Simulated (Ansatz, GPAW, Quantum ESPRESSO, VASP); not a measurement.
## One structure in several programs: Al2Te5 (P1, 7 atoms in the cell)

Self-consistent single point, at a second geometry (atoms moved at random). First geometry:

```
Al2Te5
1.0
    6.89271    -2.04951     0.00000
    6.89271     2.04951     0.00000
   -6.09401     0.00000     7.96752
Al Te
2 5
Direct
  0.37050   0.37050   0.59811
  0.62950   0.62950   0.40189
  0.58146   0.58146   0.87375
  0.41854   0.41854   0.12625
  0.00000   0.00000   0.00000
  0.18148   0.18148   0.59993
  0.81852   0.81852   0.40007
```

Second geometry:
```
Al2Te5
1.0
    6.89271    -2.04951     0.00000
    6.89271     2.04951     0.00000
   -6.09401     0.00000     7.96752
Al Te
2 5
Cartesian
  1.48230   0.04422   4.73933
  6.18276  -0.04331   3.24236
  2.63292   0.00870   6.93709
  4.97323   0.03998   1.02509
  0.01696  -0.02851  -0.01609
 -1.14652   0.01744   4.83750
  8.93256  -0.03852   3.13729
```

Shared settings, as Ansatz (a first-principles code) writes them: kpoints.mp_grid.grid = 3 3 2; scf.occupations.method = fermi_dirac; scf.occupations.width = 0.0007 Ry. Potentials and cutoffs stand in the table.

```tsv
code	model	ΔF from the first geometry (meV/atom)	pressure (GPa)	largest force (eV/Å)	gap on the mesh (eV)	cutoff
Ansatz	PBEsol, PAW files made with PBE	9.4	1.69	1.145	1.112	30.9 Ry
Quantum ESPRESSO	PBEsol, GBRV 1.5 ultrasoft (PBESOL) pseudopotentials	9.6	1.73	1.173	1.073	40 Ry
VASP	PBEsol, VASP's PBE PAW potentials (set 64)	9.0	1.87	1.198	1.100	300 eV
GPAW	PBEsol, GPAW PAW datasets PBEsol (made by gpaw-setup)	9.3	1.60	1.143	1.104	550 eV
```

Size of the force on each atom (eV/Å): Sizes of forces hide their directions.

| code | Al1 | Al2 | Te3 | Te4 | Te5 | Te6 | Te7 |
|---|---|---|---|---|---|---|---|
| Ansatz | 0.763 | 0.716 | 1.145 | 0.457 | 0.455 | 0.623 | 0.570 |
| Quantum ESPRESSO | 0.778 | 0.731 | 1.173 | 0.486 | 0.483 | 0.641 | 0.576 |
| VASP | 0.779 | 0.728 | 1.198 | 0.497 | 0.464 | 0.672 | 0.569 |
| GPAW | 0.774 | 0.726 | 1.143 | 0.471 | 0.444 | 0.646 | 0.571 |

Gaps are read on the mesh.

On Ansatz's run: spin-orbit coupling is off.

The spread over the programs that give each value: ΔF from the first geometry within 0.6 meV/atom; pressure within 0.27 GPa; largest force within 0.055 eV/Å; gap on the mesh within 0.039 eV.

Ansatz's pressure is given at a fixed set of plane waves, as the other plane-wave codes print theirs.

The shared mesh is coarse (it stands for a supercell whose shortest vector is 12 Å), so the values are not converged in it.

VASP's run is marked for a possible Pulay error in its stress at this cutoff; no cutoff test was made.

The starting cell comes from a database of computed structures (which also holds hypothetical and non-ambient phases and stackings), without a prior relaxation at this level. Its lattice was rescaled by a random factor within 2.5 % of one. For this run, on top of that: atoms moved at random.

Left out of this page: CP2K, Elk and SIESTA (not drawn, or without a comparable value).

Keys are those of Ansatz 0.2.
